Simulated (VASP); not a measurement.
# From one sheet to two: 1T-CaI2 monolayer, part 6 of 8

Aim: relax 1T-CaI2 monolayer, place its levels against the vacuum, then find how two sheets stack and bind.

VASP 6.6.1, plane waves and PAW; the level of theory is named at each step.

So far. Step 6 (The slab in a field, field 0.1): Energy at zero smearing: -60.82561 eV. Step 8 (A rigid stacking): Energy at zero smearing: -121.77968 eV.

## (9) A rigid stacking

Level of this step: r2SCAN with rVV10; plane waves and PAW (Ca_pv, I) (VASP).

INCAR

```
SYSTEM = CaI2
PREC = Normal
ENCUT = 350
EDIFF = 1E-05
NELM = 120
ISMEAR = 0
SIGMA = 0.03
LREAL = .FALSE.
ALGO = Normal
METAGGA = R2SCAN
LUSE_VDW = .TRUE.
IVDW_NL = 2
BPARAM = 11.95
CPARAM = 0.0093
LASPH = .TRUE.
NBANDS = 28
LORBIT = 11
LWAVE = .FALSE.
LCHARG = .FALSE.
KPAR = 4
IDIPOL = 3
LDIPOL = .TRUE.
DIPOL = 0.5 0.5 0.5
```

POSCAR

```
CaI2
1.0
    4.4706327046      0.0000000000      0.0000000000
   -2.2353163523      3.8716814932      0.0000000000
    0.0000000000      0.0000000000     27.2387535912
Ca I
2 4
Direct
    0.0000000000      0.0000000000      0.3775755900
    0.3333333300      0.6666666700      0.6224244100
    0.3333333300      0.6666666700      0.3120553900
    0.6666666700      0.3333333300      0.4430957800
    0.6666666700      0.3333333300      0.5569042200
    0.0000000000      1.0000000000      0.6879446100
```

KPOINTS

```
Automatic mesh
0
Gamma
9 9 1
0 0 0
```

PAW data sets: Ca_pv and I (PBE family, release 64).

Launch:

```bash
$ mpirun -np 4 vasp_std
```

The program printed:

```text
[... set-up lines as in an earlier step ...]
 entering main loop
       N       E                     dE             d eps       ncg     rms          rms(c)
Total rVV10 correction in eV:      1.4572487    55.9611960
Total rVV10 correction in eV:      1.4572487    55.9611960
Total rVV10 correction in eV:      1.4572487    55.9611960
Total rVV10 correction in eV:      1.4572487    55.9611960
DAV:   1     0.315010412172E+03    0.31501E+03   -0.12839E+04   760   0.110E+03
DAV:   2    -0.481128191959E+02   -0.36312E+03   -0.35706E+03   792   0.322E+02
DAV:   3    -0.121587161774E+03   -0.73474E+02   -0.70272E+02   968   0.142E+02
DAV:   4    -0.126126393583E+03   -0.45392E+01   -0.45328E+01   920   0.398E+01
DAV:   5    -0.126290784524E+03   -0.16439E+00   -0.16434E+00  1184   0.808E+00    0.754E+00
Total rVV10 correction in eV:      1.4773197    55.9620941
Total rVV10 correction in eV:      1.4773197    55.9620941
Total rVV10 correction in eV:      1.4773197    55.9620941
Total rVV10 correction in eV:      1.4773197    55.9620941
[...]
Total rVV10 correction in eV:      1.5443091    55.9611611
DAV:  18    -0.121061979881E+03   -0.22524E-04   -0.15339E-06   516   0.787E-03    0.423E-03
Total rVV10 correction in eV:      1.5442514    55.9611617
Total rVV10 correction in eV:      1.5442514    55.9611617
Total rVV10 correction in eV:      1.5442514    55.9611617
Total rVV10 correction in eV:      1.5442514    55.9611617
DAV:  19    -0.121062008331E+03   -0.28449E-04   -0.28364E-06   560   0.963E-03    0.938E-03
Total rVV10 correction in eV:      1.5442370    55.9611645
Total rVV10 correction in eV:      1.5442370    55.9611645
Total rVV10 correction in eV:      1.5442370    55.9611645
Total rVV10 correction in eV:      1.5442370    55.9611645
DAV:  20    -0.121062012121E+03   -0.37900E-05   -0.58378E-07   468   0.663E-03
Total rVV10 correction in eV:      1.5442360    55.9611699
Total rVV10 correction in eV:      1.5442360    55.9611699
Total rVV10 correction in eV:      1.5442360    55.9611699
Total rVV10 correction in eV:      1.5442360    55.9611699
Total rVV10 correction in eV:      1.5442360    55.9611766
Total rVV10 correction in eV:      1.5442360    55.9611766
Total rVV10 correction in eV:      1.5442360    55.9611766
Total rVV10 correction in eV:      1.5442360    55.9611766
   1 F= -.12106201E+03 E0= -.12106201E+03  d E =-.294741E-24
```

Wall time 88 s (4 MPI ranks of Intel Xeon 6975P-C (Granite Rapids), shared host); peak memory 1.8 GiB; 5.8 min of CPU time.

From OUTCAR (step 9):

```text
  Total       -0.2404860     -0.2404860      7.0736785     -0.0000000      0.0000000     -0.0000000
  in kB       -0.8172305     -0.8172305     24.0380955     -0.0000000      0.0000000     -0.0000000
  external PRESSURE =       7.4678782 kB  Pullay stress =       0.0000000 kB

 POSITION                                       TOTAL-FORCE (eV/Angst)
 -----------------------------------------------------------------------------------
      0.00000      0.00000     10.28469        -0.000000      0.000000     -0.142431
     -0.00000      2.58112     16.95407         0.000000      0.000000      0.142431
     -0.00000      2.58112      8.50000        -0.000000      0.000000      0.027767
      2.23532      1.29056     12.06938         0.000000     -0.000000     -2.050612
      2.23532      1.29056     15.16938        -0.000000      0.000000      2.050612
      0.00000      0.00000     18.73875         0.000000     -0.000000     -0.027767
 -----------------------------------------------------------------------------------
    total drift:                               -0.000003      0.000000      0.000753

  FREE ENERGIE OF THE ION-ELECTRON SYSTEM (eV)
  ---------------------------------------------------
  free  energy   TOTEN  =      -121.0620121207 eV

  energy  without entropy=     -121.0620121207  energy(sigma->0) =     -121.06201212

[... 2 parts as in an earlier step ...]

[... 1 further part left out ...]
[key lines of the parts left out:]
E-fermi :  -1.9392
```

Energy at zero smearing: -121.06201 eV.

## (10) A rigid stacking

INCAR is that of step 9.

POSCAR

```
CaI2
1.0
    4.4706327046      0.0000000000      0.0000000000
   -2.2353163523      3.8716814932      0.0000000000
    0.0000000000      0.0000000000     27.2387535912
Ca I
2 4
Direct
    0.0000000000      0.0000000000      0.3775755900
    0.6666666700      0.3333333300      0.6224244100
    0.3333333300      0.6666666700      0.3120553900
    0.6666666700      0.3333333300      0.4430957800
    1.0000000000      0.0000000000      0.5569042200
    0.3333333300      0.6666666700      0.6879446100
```

KPOINTS is that of step 9.

Launch:

```bash
$ mpirun -np 4 vasp_std
```

The program printed:

```text
[... set-up lines as in an earlier step ...]
 entering main loop
       N       E                     dE             d eps       ncg     rms          rms(c)
Total rVV10 correction in eV:      1.4530668    55.9611820
Total rVV10 correction in eV:      1.4530668    55.9611820
Total rVV10 correction in eV:      1.4530668    55.9611820
Total rVV10 correction in eV:      1.4530668    55.9611820
DAV:   1     0.308541795238E+03    0.30854E+03   -0.12860E+04   776   0.109E+03
DAV:   2    -0.507182297479E+02   -0.35926E+03   -0.35180E+03   792   0.322E+02
DAV:   3    -0.122008667776E+03   -0.71290E+02   -0.68261E+02   924   0.141E+02
DAV:   4    -0.126732786704E+03   -0.47241E+01   -0.47189E+01   936   0.412E+01
DAV:   5    -0.126882887374E+03   -0.15010E+00   -0.15007E+00  1176   0.793E+00    0.682E+00
Total rVV10 correction in eV:      1.4730101    55.9622359
Total rVV10 correction in eV:      1.4730101    55.9622359
Total rVV10 correction in eV:      1.4730101    55.9622359
Total rVV10 correction in eV:      1.4730101    55.9622359
[...]
Total rVV10 correction in eV:      1.5368725    55.9611611
DAV:  18    -0.121770607569E+03   -0.69580E-04   -0.66422E-06   624   0.144E-02    0.488E-03
Total rVV10 correction in eV:      1.5368393    55.9611613
Total rVV10 correction in eV:      1.5368393    55.9611613
Total rVV10 correction in eV:      1.5368393    55.9611613
Total rVV10 correction in eV:      1.5368393    55.9611613
DAV:  19    -0.121770620213E+03   -0.12644E-04   -0.19338E-06   576   0.792E-03    0.578E-03
Total rVV10 correction in eV:      1.5368360    55.9611616
Total rVV10 correction in eV:      1.5368360    55.9611616
Total rVV10 correction in eV:      1.5368360    55.9611616
Total rVV10 correction in eV:      1.5368360    55.9611616
DAV:  20    -0.121770620220E+03   -0.71250E-08   -0.61702E-07   492   0.640E-03
Total rVV10 correction in eV:      1.5368293    55.9611687
Total rVV10 correction in eV:      1.5368293    55.9611687
Total rVV10 correction in eV:      1.5368293    55.9611687
Total rVV10 correction in eV:      1.5368293    55.9611687
Total rVV10 correction in eV:      1.5368343    55.9611622
Total rVV10 correction in eV:      1.5368343    55.9611622
Total rVV10 correction in eV:      1.5368343    55.9611622
Total rVV10 correction in eV:      1.5368343    55.9611622
   1 F= -.12177062E+03 E0= -.12177062E+03  d E =-.968130E-22
```

Elapsed: 91 s, on 4 MPI ranks; peak memory 1.8 GiB; 6 min of CPU time.

Parts of OUTCAR (step 10):

```text
  Total        0.1984774      0.1984774      0.5506803     -0.0000000      0.0000000      0.0000000
  in kB        0.6744750      0.6744750      1.8713467     -0.0000000      0.0000000      0.0000000
  external PRESSURE =       1.0734322 kB  Pullay stress =       0.0000000 kB

 POSITION                                       TOTAL-FORCE (eV/Angst)
 -----------------------------------------------------------------------------------
      0.00000      0.00000     10.28469        -0.000000     -0.000000     -0.009462
      2.23532      1.29056     16.95407         0.000000      0.000000      0.009462
     -0.00000      2.58112      8.50000         0.000000     -0.000000      0.022288
      2.23532      1.29056     12.06938         0.000000      0.000000     -0.220578
      0.00000      0.00000     15.16938        -0.000000     -0.000000      0.220578
     -0.00000      2.58112     18.73875        -0.000000      0.000000     -0.022288
 -----------------------------------------------------------------------------------
    total drift:                                0.000006     -0.000006      0.000188

  FREE ENERGIE OF THE ION-ELECTRON SYSTEM (eV)
  ---------------------------------------------------
  free  energy   TOTEN  =      -121.7706202202 eV

  energy  without entropy=     -121.7706202202  energy(sigma->0) =     -121.77062022

[... 2 parts as in an earlier step ...]

[... 1 further part left out ...]
[key lines of the parts left out:]
E-fermi :  -2.5462
```

Energy at zero smearing: -121.77062 eV.

## (11) A rigid stacking

INCAR is that of step 10.

POSCAR

```
CaI2
1.0
    4.4706327046      0.0000000000      0.0000000000
   -2.2353163523      3.8716814932      0.0000000000
    0.0000000000      0.0000000000     27.2387535912
Ca I
2 4
Direct
    0.0000000000      0.0000000000      0.3775755900
    0.0000000000      0.0000000000      0.6224244100
    0.3333333300      0.6666666700      0.3120553900
    0.6666666700      0.3333333300      0.4430957800
    0.6666666700      0.3333333300      0.5569042200
    0.3333333300      0.6666666700      0.6879446100
```

KPOINTS is that of step 10.

Launch:

```bash
$ mpirun -np 4 vasp_std
```

The program printed:

```text
[... set-up lines as in an earlier step ...]
 entering main loop
       N       E                     dE             d eps       ncg     rms          rms(c)
Total rVV10 correction in eV:      1.4573074    55.9611964
Total rVV10 correction in eV:      1.4573074    55.9611964
Total rVV10 correction in eV:      1.4573074    55.9611964
Total rVV10 correction in eV:      1.4573074    55.9611964
DAV:   1     0.307752533223E+03    0.30775E+03   -0.12909E+04   768   0.109E+03
DAV:   2    -0.434482256170E+02   -0.35120E+03   -0.34381E+03   764   0.322E+02
DAV:   3    -0.120923284193E+03   -0.77475E+02   -0.74277E+02   952   0.145E+02
DAV:   4    -0.126092130801E+03   -0.51688E+01   -0.51611E+01   912   0.417E+01
DAV:   5    -0.126289948844E+03   -0.19782E+00   -0.19774E+00  1188   0.880E+00    0.757E+00
Total rVV10 correction in eV:      1.4773475    55.9621970
Total rVV10 correction in eV:      1.4773475    55.9621970
Total rVV10 correction in eV:      1.4773475    55.9621970
Total rVV10 correction in eV:      1.4773475    55.9621970
[...]
Total rVV10 correction in eV:      1.5443333    55.9611648
DAV:  18    -0.121059789409E+03   -0.14016E-04   -0.77034E-07   512   0.680E-03    0.116E-02
Total rVV10 correction in eV:      1.5442804    55.9611648
Total rVV10 correction in eV:      1.5442804    55.9611648
Total rVV10 correction in eV:      1.5442804    55.9611648
Total rVV10 correction in eV:      1.5442804    55.9611648
DAV:  19    -0.121059827133E+03   -0.37724E-04   -0.37747E-06   592   0.128E-02    0.951E-03
Total rVV10 correction in eV:      1.5442653    55.9611657
Total rVV10 correction in eV:      1.5442653    55.9611657
Total rVV10 correction in eV:      1.5442653    55.9611657
Total rVV10 correction in eV:      1.5442653    55.9611657
DAV:  20    -0.121059835961E+03   -0.88275E-05   -0.13426E-06   488   0.760E-03
Total rVV10 correction in eV:      1.5442507    55.9611735
Total rVV10 correction in eV:      1.5442507    55.9611735
Total rVV10 correction in eV:      1.5442507    55.9611735
Total rVV10 correction in eV:      1.5442507    55.9611735
Total rVV10 correction in eV:      1.5442558    55.9611686
Total rVV10 correction in eV:      1.5442558    55.9611686
Total rVV10 correction in eV:      1.5442558    55.9611686
Total rVV10 correction in eV:      1.5442558    55.9611686
   1 F= -.12105984E+03 E0= -.12105984E+03  d E =-.464869E-12
```

It took 88 s on 4 MPI ranks; peak memory 1.8 GiB.

From OUTCAR (step 11):

```text
  Total       -0.2516903     -0.2516903      7.0597661      0.0000000     -0.0000000      0.0000000
  in kB       -0.8553053     -0.8553053     23.9908178      0.0000000     -0.0000000      0.0000000
  external PRESSURE =       7.4267357 kB  Pullay stress =       0.0000000 kB

 POSITION                                       TOTAL-FORCE (eV/Angst)
 -----------------------------------------------------------------------------------
      0.00000      0.00000     10.28469         0.000000      0.000000     -0.154959
      0.00000      0.00000     16.95407         0.000000     -0.000000      0.154959
     -0.00000      2.58112      8.50000         0.000000      0.000000      0.028624
      2.23532      1.29056     12.06938        -0.000000     -0.000000     -2.050281
      2.23532      1.29056     15.16938        -0.000000     -0.000000      2.050281
     -0.00000      2.58112     18.73875         0.000000      0.000000     -0.028624
 -----------------------------------------------------------------------------------
    total drift:                                0.000007     -0.000004     -0.000000

  FREE ENERGIE OF THE ION-ELECTRON SYSTEM (eV)
  ---------------------------------------------------
  free  energy   TOTEN  =      -121.0598359608 eV

  energy  without entropy=     -121.0598359608  energy(sigma->0) =     -121.05983596

[... 2 parts as in an earlier step ...]

[... 1 further part left out ...]
[key lines of the parts left out:]
E-fermi :  -2.0101
```

Energy at zero smearing: -121.05984 eV.

## (12) A rigid stacking

INCAR is that of step 11.

POSCAR

```
CaI2
1.0
    4.4706327046      0.0000000000      0.0000000000
   -2.2353163523      3.8716814932      0.0000000000
    0.0000000000      0.0000000000     27.2387535912
Ca I
2 4
Direct
    0.0000000000      0.0000000000      0.3775755900
    0.3333333300      0.6666666700      0.6224244100
    0.3333333300      0.6666666700      0.3120553900
    0.6666666700      0.3333333300      0.4430957800
    0.0000000000      1.0000000000      0.5569042200
    0.6666666700      0.3333333300      0.6879446100
```

KPOINTS is that of step 11.

Launch:

```bash
$ mpirun -np 4 vasp_std
```

The program printed:

```text
[... set-up lines as in an earlier step ...]
 entering main loop
       N       E                     dE             d eps       ncg     rms          rms(c)
Total rVV10 correction in eV:      1.4525486    55.9611835
Total rVV10 correction in eV:      1.4525486    55.9611835
Total rVV10 correction in eV:      1.4525486    55.9611835
Total rVV10 correction in eV:      1.4525486    55.9611835
DAV:   1     0.313415983197E+03    0.31342E+03   -0.12847E+04   756   0.110E+03
DAV:   2    -0.431453669555E+02   -0.35656E+03   -0.34831E+03   760   0.320E+02
DAV:   3    -0.121612572007E+03   -0.78467E+02   -0.72522E+02   940   0.144E+02
DAV:   4    -0.126666013638E+03   -0.50534E+01   -0.50459E+01   896   0.415E+01
DAV:   5    -0.126889292786E+03   -0.22328E+00   -0.22321E+00  1188   0.910E+00    0.681E+00
Total rVV10 correction in eV:      1.4726156    55.9621916
Total rVV10 correction in eV:      1.4726156    55.9621916
Total rVV10 correction in eV:      1.4726156    55.9621916
Total rVV10 correction in eV:      1.4726156    55.9621916
[...]
Total rVV10 correction in eV:      1.5366549    55.9611611
DAV:  17    -0.121775930834E+03   -0.57575E-04   -0.25939E-06   624   0.997E-03    0.461E-03
Total rVV10 correction in eV:      1.5365900    55.9611611
Total rVV10 correction in eV:      1.5365900    55.9611611
Total rVV10 correction in eV:      1.5365900    55.9611611
Total rVV10 correction in eV:      1.5365900    55.9611611
DAV:  18    -0.121775995314E+03   -0.64480E-04   -0.70505E-06   632   0.132E-02    0.624E-03
Total rVV10 correction in eV:      1.5365699    55.9611614
Total rVV10 correction in eV:      1.5365699    55.9611614
Total rVV10 correction in eV:      1.5365699    55.9611614
Total rVV10 correction in eV:      1.5365699    55.9611614
DAV:  19    -0.121776000740E+03   -0.54256E-05   -0.11000E-06   524   0.674E-03
Total rVV10 correction in eV:      1.5365631    55.9611667
Total rVV10 correction in eV:      1.5365631    55.9611667
Total rVV10 correction in eV:      1.5365631    55.9611667
Total rVV10 correction in eV:      1.5365631    55.9611667
Total rVV10 correction in eV:      1.5365713    55.9611616
Total rVV10 correction in eV:      1.5365713    55.9611616
Total rVV10 correction in eV:      1.5365713    55.9611616
Total rVV10 correction in eV:      1.5365713    55.9611616
   1 F= -.12177600E+03 E0= -.12177600E+03  d E =-.294442E-25
```

Wall time 92 s (4 MPI ranks); peak memory 1.8 GiB; 6.1 min of CPU time.

From OUTCAR (step 12):

```text
  Total        0.1765871      0.1765871      0.5077261     -0.0000000      0.0000000      0.0000000
  in kB        0.6000863      0.6000863      1.7253780     -0.0000000      0.0000000      0.0000000
  external PRESSURE =       0.9751836 kB  Pullay stress =       0.0000000 kB

 POSITION                                       TOTAL-FORCE (eV/Angst)
 -----------------------------------------------------------------------------------
      0.00000      0.00000     10.28469        -0.000000     -0.000000     -0.017559
     -0.00000      2.58112     16.95407        -0.000000     -0.000000      0.001669
     -0.00000      2.58112      8.50000        -0.000000     -0.000000      0.026256
      2.23532      1.29056     12.06938         0.000000     -0.000000     -0.202845
      0.00000      0.00000     15.16938        -0.000000      0.000000      0.210012
      2.23532      1.29056     18.73875        -0.000000     -0.000000     -0.017532
 -----------------------------------------------------------------------------------
    total drift:                                0.000006     -0.000006     -0.028594

  FREE ENERGIE OF THE ION-ELECTRON SYSTEM (eV)
  ---------------------------------------------------
  free  energy   TOTEN  =      -121.7760007395 eV

  energy  without entropy=     -121.7760007395  energy(sigma->0) =     -121.77600074

[... 2 parts as in an earlier step ...]

[... 1 further part left out ...]
[key lines of the parts left out:]
E-fermi :  -2.5297
```

Energy at zero smearing: -121.77600 eV.

[end of part 6 of 8]

[Lines on the potential files, build, host, timing and source positions are cut from VASP's logs without a mark.]

[Logs are printed without paths, hosts, clocks, repeated set-up lines and the standing remarks that a program may print on its own settings, such as how far it seeks lower states.]

[Hosts, paths, dates, database ids (printed as entryN), source tags and the programs' standing remarks are cut or masked in the printed files.]

[Runs that stopped without an error message from VASP are left out.]
